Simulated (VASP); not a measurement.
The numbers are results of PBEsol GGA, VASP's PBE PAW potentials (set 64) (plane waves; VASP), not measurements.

VASP ran on this input.

**INCAR**
```
ALGO = Normal
EDIFF = 1E-6
EDIFFG = -0.01
ENCUT = 400
GGA = PS
IBRION = 2
ISIF = 3
ISMEAR = 1
LASPH = T
LCHARG = F
LMAXMIX = 4
LREAL = F
LWAVE = F
NELM = 100
NSW = 60
PREC = Accurate
SIGMA = 0.1
SYSTEM = V
```

File POSCAR:
```
V
1
   -1.5150000000     1.5150000000     1.5150000000
    1.5150000000    -1.5150000000     1.5150000000
    1.5150000000     1.5150000000    -1.5150000000
V
1
Direct
  0.0000000000   0.0000000000   0.0000000000
```

File KPOINTS:
```
Automatic mesh
0
Gamma
15 15 15
0 0 0
```

POTCAR, in this order: V_sv (PBE.64 set). Program: vasp_std.

### Question
What will the output report for the number of irreducible k-points (NKPTS), number of bands (NBANDS), largest plane-wave count, number of space-group operations, FFT grid (NGX, NGY, NGZ)?

### Answer

The number of irreducible k-points (NKPTS) is 120 and the number of bands (NBANDS) is 10. The largest plane-wave count is 261, the number of space-group operations is 48 and the FFT grid (NGX, NGY, NGZ) is 18 × 18 × 18.

The compound is V in the bcc structure. This run relaxes it. Symmetry was kept, so distortions that lower it aren't found. The run is not spin-polarised, so no magnetic state was tried.
